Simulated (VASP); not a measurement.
# SnSe2: what each functional gives, and what it costs, part 4 of 9

Wanted: bands and gap of SnSe2 from one functional after another. LASPH is on for some levels and off for others; the table marks which. The start is a cell from a database of measured crystal structures.

VASP 6.6.1, plane waves and PAW; the level of theory is named at each step.

Still holding for the runs below: Spin-orbit coupling is off here; it can split and shift levels that hold much weight on Sn by tenths of an eV or more.

So far, least gap on mesh and path (eV): step 2 (bands, level LDA, k 4×4×3) 0.576; step 4 (bands, level PBE, k 4×4×3) 0.713; step 5 (bands, level r2SCAN, k 4×4×3) 1.02; step 6 (bands, level TB-mBJ, k 4×4×3) 1.37; step 7 (bands, level TPSS, k 4×4×3) 0.765.

## 8. Starting orbitals for the hybrid with PBE, k 4×4×3

This step: PBE; plane waves and PAW (Sn_d, Se) (VASP 6.6.1).

A hybrid converges badly from random orbitals, so a cheap semilocal run writes a WAVECAR on the same mesh first.

File INCAR:

```
SYSTEM = SnSe2
PREC = Accurate
ENCUT = 400
EDIFF = 1E-05
NELM = 100
ISMEAR = 0
SIGMA = 0.02
LREAL = .FALSE.
ALGO = Normal
GGA = PE
NBANDS = 19
LORBIT = 11
LWAVE = .TRUE.
LCHARG = .FALSE.
KPAR = 4
```

File POSCAR:

```
SnSe2
1.0
    3.8110000000      0.0000000000      0.0000000000
   -1.9055000000      3.3004228138      0.0000000000
    0.0000000000      0.0000000000      6.1360000000
Sn Se
1 2
Direct
    0.0000000000      0.0000000000      0.0000000000
    0.3333333333      0.6666666667      0.2490000000
    0.6666666667      0.3333333333      0.7510000000
```

File KPOINTS:

```
Automatic mesh
0
Gamma
4 4 3
0 0 0
```

Potentials, in the order of the species: Sn_d and Se (PBE family, release 64).

On the command line:

```
$ mpirun -np 4 vasp_std
```

Numbers of over 12 decimals in the logs are rounded to 6 here.

Output:

```text
[... set-up lines as in an earlier step ...]
 entering main loop
       N       E                     dE             d eps       ncg     rms          rms(c)
DAV:   1     0.191428756054E+03    0.19143E+03   -0.10484E+04   345   0.132E+03
DAV:   2     0.105156827490E+02   -0.18091E+03   -0.17429E+03   359   0.336E+02
DAV:   3    -0.112234493293E+02   -0.21739E+02   -0.21113E+02   443   0.112E+02
DAV:   4    -0.119136166678E+02   -0.69017E+00   -0.68947E+00   387   0.208E+01
DAV:   5    -0.119299901689E+02   -0.16374E-01   -0.16373E-01   501   0.344E+00    0.523E+00
DAV:   6    -0.116555965499E+02    0.27439E+00   -0.54584E-01   509   0.805E+00    0.338E+00
DAV:   7    -0.116329204090E+02    0.22676E-01   -0.18310E-01   413   0.279E+00    0.103E+00
DAV:   8    -0.116329688067E+02   -0.48398E-04   -0.13518E-02   445   0.121E+00    0.298E-01
DAV:   9    -0.116335888853E+02   -0.62008E-03   -0.16085E-03   391   0.301E-01    0.882E-02
DAV:  10    -0.116336055790E+02   -0.16694E-04   -0.12339E-04   467   0.807E-02    0.370E-02
DAV:  11    -0.116336447234E+02   -0.39144E-04   -0.51303E-05   366   0.408E-02    0.707E-03
DAV:  12    -0.116336456291E+02   -0.90570E-06   -0.22397E-06   240   0.128E-02
   1 F= -.11633646E+02 E0= -.11633646E+02  d E =-.528834E-15
 writing wavefunctions
```

Wall time 2.8 s (4 MPI ranks of Intel Xeon 6975P-C (Granite Rapids), shared host); peak memory 0.65 GiB; 8.7 s of CPU time.

Parts of OUTCAR (step 8):

```text
   k-points           NKPTS =      9   k-points in BZ     NKDIM =      9   number of bands    NBANDS=     19

   NELECT =      26.0000    total number of electrons

 E-fermi :   4.2971

 k-point     1 :       0.0000    0.0000    0.0000
  band No.  band energies     occupation
    ...
      9       3.4928      2.00000
     10       3.4928      2.00000
     11       3.8020      2.00000
     12       3.8020      2.00000
     13       4.1936      2.00000
     14       5.2757      0.00000
     15       7.1265      0.00000
     16       8.8183      0.00000
     17       8.8183      0.00000
     18      12.3111      0.00000
    ...

  Total        2.8481766      2.8481766      2.9915514      0.0000000      0.0000000      0.0000000
  in kB       59.1266968     59.1266968     62.1030855      0.0000000      0.0000000      0.0000000
  external PRESSURE =      60.1188264 kB  Pullay stress =       0.0000000 kB

 POSITION                                       TOTAL-FORCE (eV/Angst)
 -----------------------------------------------------------------------------------
      0.00000      0.00000      0.00000        -0.000000      0.000000     -0.000000
     -0.00000      2.20028      1.52786        -0.000000      0.000000      0.717244
      1.90550      1.10014      4.60814         0.000000     -0.000000     -0.717244
 -----------------------------------------------------------------------------------
    total drift:                                0.000000      0.000000     -0.000000

  FREE ENERGIE OF THE ION-ELECTRON SYSTEM (eV)
  ---------------------------------------------------
  free  energy   TOTEN  =       -11.6336456291 eV

  energy  without entropy=      -11.6336456291  energy(sigma->0) =      -11.63364563

[... 7 parts as in an earlier step ...]

[... 9 further parts left out ...]
```

The gap is read on the k-mesh alone, so it is an upper bound where the band edges lie off the mesh, and a coarse mesh can show a gap where there is none.

A gap read on the k-mesh alone can miss the band edges.

This step gave:

```yaml
scf_cycles: 12
bands: 19
free_energy_toten: -11.63 eV
fermi_energy: 4.297 eV
pressure: 6.012 GPa
valence_top_at_k: 0, 0, 0
gap_on_the_k_mesh: 0.7557 eV
least_direct_gap_on_the_k_mesh: 1.082 eV
```

Force by atom:

| atom | x (eV/Å) | y (eV/Å) | z (eV/Å) | size |
| --- | --- | --- | --- | --- |
| Sn1 | 0.000 | 0.000 | 0.000 | 0.000 |
| Se2 | 0.000 | 0.000 | 0.717 | 0.717 |
| Se3 | 0.000 | 0.000 | -0.717 | 0.717 |

## 9. Bands with HSE06, k 4×4×3

This step: HSE06; plane waves and PAW (Sn_d, Se) (VASP 6.6.1).

HSE06 mixes in a quarter of exact exchange at short range, at far higher cost; in semiconductors this cures much of the gap error, while metals seldom gain.

File INCAR:

```
SYSTEM = SnSe2
PREC = Accurate
ENCUT = 400
EDIFF = 1E-06
NELM = 100
ISMEAR = 0
SIGMA = 0.02
LREAL = .FALSE.
ALGO = Normal
LHFCALC = .TRUE.
AEXX = 0.25
GGA = PE
HFSCREEN = 0.2
LASPH = .TRUE.
NBANDS = 19
PRECFOCK = Fast
LORBIT = 11
LWAVE = .FALSE.
LCHARG = .FALSE.
KPAR = 4
```

POSCAR is that of step 8.

KPOINTS is that of step 8.

File KPOINTS_OPT:

```
Line mode
6
Line-mode
Reciprocal
  0.00000000   0.00000000   0.00000000 GAMMA
  0.50000000   0.00000000   0.00000000 M

  0.50000000   0.00000000   0.00000000 M
  0.33333333   0.33333333   0.00000000 K

  0.33333333   0.33333333   0.00000000 K
  0.00000000   0.00000000   0.00000000 GAMMA

  0.00000000   0.00000000   0.00000000 GAMMA
  0.00000000   0.00000000   0.50000000 A

  0.00000000   0.00000000   0.50000000 A
  0.50000000   0.00000000   0.50000000 L

  0.50000000   0.00000000   0.50000000 L
  0.33333333   0.33333333   0.50000000 H

  0.33333333   0.33333333   0.50000000 H
  0.00000000   0.00000000   0.50000000 A

  0.50000000   0.00000000   0.50000000 L
  0.50000000   0.00000000   0.00000000 M

  0.33333333   0.33333333   0.00000000 K
  0.33333333   0.33333333   0.50000000 H
```

The run starts from files that an earlier step left in the folder.

On the command line:

```
$ mpirun -np 4 vasp_std
```

Output:

```text
[banner, memory and clock lines left out]
running    4 mpi-ranks, on    1 nodes
[...]
LDA part: xc-table for (Slater+PW92), standard interpolation
 found WAVECAR, reading the header
 POSCAR, INCAR and KPOINTS ok, starting setup
[...]
reading WAVECAR
 the WAVECAR file was read successfully
 initial charge from wavefunction
 entering main loop
       N       E                     dE             d eps       ncg     rms          rms(c)
DAV:   1    -0.144771638448E+02   -0.14477E+02   -0.69562E-01   345   0.718E+00    0.216E+00
DAV:   2    -0.144862701374E+02   -0.91063E-02   -0.44009E-02   374   0.124E+00    0.142E+00
DAV:   3    -0.144846261968E+02    0.16439E-02   -0.35857E-03   479   0.405E-01    0.848E-01
DAV:   4    -0.144841993259E+02    0.42687E-03   -0.63316E-04   399   0.178E-01    0.479E-01
DAV:   5    -0.144840529749E+02    0.14635E-03   -0.10301E-04   378   0.902E-02    0.269E-01
DAV:   6    -0.144840015340E+02    0.51441E-04   -0.36411E-05   360   0.522E-02    0.147E-01
[...]
1 F= -.14483983E+02 E0= -.14483983E+02  d E =-.279974E-29
 Start KPOINTS_OPT (optional k-point list driver)
k-point batch [1-9\54]
       N       E                     dE             ncg
DAV:   1     0.803571581967E+02   -0.43020E+04      351
DAV:   2    -0.178027071346E+04   -0.18606E+04      369
DAV:   3    -0.202756652162E+04   -0.24730E+03      399
DAV:   4    -0.204295511838E+04   -0.15389E+02      398
DAV:   5    -0.204331138380E+04   -0.35627E+00      453
DAV:   6    -0.204331814224E+04   -0.67584E-02      414
DAV:   7    -0.204331838575E+04   -0.24352E-03      499
DAV:   8    -0.204331839037E+04   -0.46105E-05      355
DAV:   9    -0.204331839059E+04   -0.22453E-06      280
[...]
k-point batch [46-54\54]
       N       E                     dE             ncg
DAV:   1    -0.125704442352E+03   -0.73379E+04      348
DAV:   2    -0.189642136861E+04   -0.17707E+04      353
DAV:   3    -0.210122119602E+04   -0.20480E+03      391
DAV:   4    -0.211013956472E+04   -0.89184E+01      426
DAV:   5    -0.211034044622E+04   -0.20088E+00      467
DAV:   6    -0.211034564843E+04   -0.52022E-02      470
DAV:   7    -0.211034590455E+04   -0.25612E-03      516
DAV:   8    -0.211034590746E+04   -0.29070E-05      406
DAV:   9    -0.211034590753E+04   -0.76285E-07      307
```

Elapsed: 3.5 min, on 4 MPI ranks; peak memory 1.2 GiB; 14 min of CPU time.

Parts of OUTCAR (step 9):

```text
 POSITION                                       TOTAL-FORCE (eV/Angst)
 -----------------------------------------------------------------------------------
      0.00000      0.00000      0.00000         0.000000     -0.000000     -0.000000
     -0.00000      2.20028      1.52786         0.000000      0.000000      0.250180
      1.90550      1.10014      4.60814        -0.000000     -0.000000     -0.250180
 -----------------------------------------------------------------------------------
    total drift:                               -0.000002     -0.000002      0.000002

  FREE ENERGIE OF THE ION-ELECTRON SYSTEM (eV)
  ---------------------------------------------------
  free  energy   TOTEN  =       -14.4839826851 eV

  energy  without entropy=      -14.4839826851  energy(sigma->0) =      -14.48398269

[... 1 part as in an earlier step ...]

[... 2 further parts left out ...]
[key lines of the parts left out:]
E-fermi :   3.7469
```

The k-mesh is coarse for exact exchange; levels may shift by about 0.1 eV on a finer one.

The electronic bands at the labelled points (eV, zero at the valence-band top; v1 is the highest filled band, c1 the lowest empty one):

| point | v4 | v3 | v2 | v1 | c1 | c2 | c3 | c4 |
| --- | --- | --- | --- | --- | --- | --- | --- | --- |
| Γ | -0.79 | -0.42 | -0.42 | -0.05 | 1.89 | 3.79 | 5.59 | 5.59 |
| 0.60 of the way | -2.94 | -2.45 | -0.46 | -0.20 | 2.45 | 4.93 | 6.51 | 6.81 |
| M | -3.20 | -2.94 | -1.26 | -0.34 | 1.81 | 4.67 | 6.29 | 6.48 |
| 0.40 of the way | -3.44 | -3.15 | -1.29 | -1.10 | 2.21 | 5.79 | 6.03 | 7.28 |
| K | -4.04 | -3.67 | -1.67 | -1.67 | 2.17 | 7.76 | 7.76 | 8.41 |
| 0.40 of the way | -3.92 | -2.00 | -1.68 | -0.42 | 2.80 | 6.29 | 6.69 | 6.99 |
| Γ | -0.79 | -0.42 | -0.42 | -0.05 | 1.89 | 3.79 | 5.59 | 5.59 |
| 0.40 of the way | -0.83 | -0.83 | -0.36 | -0.36 | 2.51 | 3.80 | 5.48 | 5.48 |
| A | -0.89 | -0.89 | -0.26 | -0.26 | 3.28 | 3.77 | 5.29 | 5.29 |
| 0.40 of the way | -1.84 | -1.75 | -1.53 | -0.36 | 2.81 | 5.28 | 6.36 | 6.72 |
| L | -2.76 | -2.18 | -0.92 | -0.75 | 1.55 | 5.13 | 5.76 | 6.69 |
| 0.60 of the way | -4.15 | -3.28 | -0.62 | -0.44 | 2.85 | 5.66 | 6.07 | 6.98 |
| H | -4.61 | -4.06 | -0.43 | -0.43 | 3.42 | 5.67 | 5.67 | 7.29 |
| 0.40 of the way | -3.46 | -2.48 | -0.89 | -0.82 | 3.05 | 5.58 | 6.89 | 6.91 |
| A | -0.89 | -0.89 | -0.26 | -0.26 | 3.28 | 3.77 | 5.29 | 5.29 |
| jump to L | -2.76 | -2.18 | -0.92 | -0.75 | 1.55 | 5.13 | 5.76 | 6.69 |
| 0.40 of the way | -2.83 | -2.62 | -0.85 | -0.61 | 1.46 | 4.95 | 6.40 | 6.91 |
| M | -3.20 | -2.94 | -1.26 | -0.34 | 1.81 | 4.67 | 6.29 | 6.48 |
| jump to K | -4.04 | -3.67 | -1.67 | -1.67 | 2.17 | 7.76 | 7.76 | 8.41 |
| 0.60 of the way | -4.45 | -3.93 | -0.85 | -0.85 | 2.93 | 6.30 | 6.30 | 7.70 |
| H | -4.61 | -4.06 | -0.43 | -0.43 | 3.42 | 5.67 | 5.67 | 7.29 |

Of the projections kept (Sn, Se), the largest for each band there, as a share of the weight inside these atoms' spheres; weight between the spheres isn't counted:

| point | v4 | v3 | v2 | v1 | c1 | c2 | c3 | c4 |
| --- | --- | --- | --- | --- | --- | --- | --- | --- |
| Γ | Se 0.77 | Se 0.91 | Se 0.91 | Se 0.89 | Se 0.53 | Sn 0.59 | Sn 0.69 | Sn 0.69 |
| M | Se 0.77 | Se 0.68 | Se 0.89 | Se 0.92 | Se 0.52 | Sn 0.57 | Se 0.66 | Sn 0.58 |
| K | Se 0.68 | Se 0.63 | Se 0.92 | Se 0.92 | Se 0.55 | Se 0.59 | Se 0.59 | Se 0.76 |
| Γ | Se 0.77 | Se 0.91 | Se 0.91 | Se 0.89 | Se 0.53 | Sn 0.59 | Sn 0.69 | Sn 0.69 |
| A | Se 0.79 | Se 0.79 | Se 0.90 | Se 0.90 | Se 0.55 | Sn 0.64 | Sn 0.72 | Sn 0.72 |
| L | Se 0.66 | Se 0.74 | Se 0.90 | Se 0.92 | Se 0.52 | Se 0.68 | Sn 0.64 | Se 0.51 |

The electronic bands as a text plot (rows in eV, shown from -8.0 to 5.3 only):

```
    5.0 |    +++ +          ++    ++ ++ ++++        ++  +++
    4.5 | +++   +           ++      +                 ++   ++
    3.9 |+                    ++++++                    +
    3.4 |  ++             ++      +++         ++++    +++       +
    2.8 | +             ++  ++   +   ++      +    ++++        ++
    2.2 |    ++   ++++++       ++      +    +                +
    1.7 |+     +++            +         ++++             ++++
    1.1 |
    0.6 |
    0.0 |******           *****
   -0.5 |*   *****      **  **********************  *********   *
   -1.1 | *    *****  **  **    *****   ***       ****  ***** **
   -1.6 | ***      ***  **  **   *  ****            ****     *
   -2.2 |  ****       ****  **    ***  *****          ****
   -2.7 |    ****     **                *** *     ****   ****
   -3.3 |  **  ******     **         **    * *  ******     **
   -3.8 |          *******                  * **             ****
   -4.4 |    **    ** ****             *     *******          ***
   -5.0 |      ****                     **  *** **         **
   -5.5 |                         ***     **          *****
   -6.1 |                       **   **             **
   -6.6 |******           ******       *
   -7.2 |               **                        **
   -7.7 |      *****  **                ******* **       ****
         Γ      M    K        Γ   A       L    H       A|L M|K  H
```

The gap is 1.46 eV, indirect. Against LDA that is +0.89 eV; this run took 12 times the core time, on fewer points of the path.

(Part 4 of 9 ends here.)

[Lines on the potential files, build, host, timing and source positions are cut from VASP's logs without a mark.]

[Logs are printed without paths, hosts, clocks, repeated set-up lines and the standing remarks that a program may print on its own settings, such as how far it seeks lower states.]

[Hosts, paths, dates, database ids (printed as entryN), source tags and the programs' standing remarks are cut or masked in the printed files.]

[A measured line is paired with the nearest computed mode of its activity, which favours agreement.]

[In band tables of VASP the shares of atoms and orbitals are scaled to a sum of 1 inside the atoms' spheres.]
